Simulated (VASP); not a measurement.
The system is LaBi.

```xyz
2
Lattice="0.0000 3.2508 3.2508 3.2508 0.0000 3.2508 3.2508 3.2508 0.0000" Properties=species:S:1:pos:R:3 pbc="T T T"
La    0.0000    0.0000    0.0000
Bi    3.2508    3.2508    3.2508
```

The cell was built by a generator and needn't be a form met in nature.

* Program: VASP 6.6.1
* Task: relaxation of cell and atoms
* Functional: PBEsol
* Potentials or basis: VASP PAW PBE potentials, release 64 (La, Bi_d)
* Cutoff: 600 eV
* k mesh: 9 × 9 × 9
* Occupations: gaussian, width 0.0411 eV
* Spin: no spin polarisation

At the start: pressure 1.3 GPa; volume 34.35 Å³/atom.

Task: How do energy, volume and symmetry change on relaxing?

Result: Over 3 steps the energy falls by 3.4 meV/atom and the volume is 35.18 Å³/atom (+2.4 %); space group Fm-3m (No. 225, to 0.05 Å).

Step by step:
```
step  energy change (eV)  largest force (eV/Å)  pressure (GPa)  volume (Å³)
   1              0.0000                0.0000            1.34        68.71
   2             -0.0033                0.0000           -0.88        71.60
   3             -0.0067                0.0000            0.01        70.37
```

Final structure:
```
La Bi
1.0
     0.00000    3.27678    3.27678
     3.27678    0.00000    3.27678
     3.27678    3.27678    0.00000
La Bi
1 1
Direct
  0.00000 0.00000 0.00000
  0.50000 0.50000 0.50000
```

Caveat: the PAW data sets were made with another functional, which shifts forces and pressure a little.
